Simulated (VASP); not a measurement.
A run of VASP 6.6.1:

The input INCAR:

```
PREC = Accurate ; ENCUT = 520
EDIFF = 1E-6 ; ISMEAR = 0
SIGMA = 0.01 ; LREAL = F
LASPH = T ; NELM = 150
ALGO = Fast ; ISIF = 2
LWAVE = F ; LCHARG = F
ISPIN = 2 ; MAGMOM = 1 1
LORBIT = 11 ; GGA = PE
IBRION = 2 ; NSW = 50
EDIFFG = -0.005
```

File KPOINTS:

```
regular mesh
0
Gamma
  1 1 1
```

The input POSCAR:

```
O
1.0
   11.0000000000      0.0000000000      0.0000000000
    0.0000000000     11.5000000000      0.0000000000
    0.0000000000      0.0000000000     12.0000000000
O
2
Direct
    0.5000000000      0.5000000000      0.4487500000
    0.5000000000      0.5000000000      0.5512500000
```

Potentials or basis: VASP PAW PBE potentials, release 64 (O).

Launch:

```console
$ cat potpaw_PBE.64/O/POTCAR > POTCAR
$ mpirun -np 1 vasp_gam > vasp.out
```

Hardware: 1 thread of Intel(R) Xeon(R) Platinum 8259CL CPU @ 2.50GHz (Skylake/Cascade Lake) (shared host).

How long does it take, and how much memory?

It took 7.3 min on 1 thread of Intel(R) Xeon(R) Platinum 8259CL CPU @ 2.50GHz (Skylake/Cascade Lake) (shared host), peak memory 1.6 GiB. Counts: scf iterations 50, k points 1, ion steps 3.
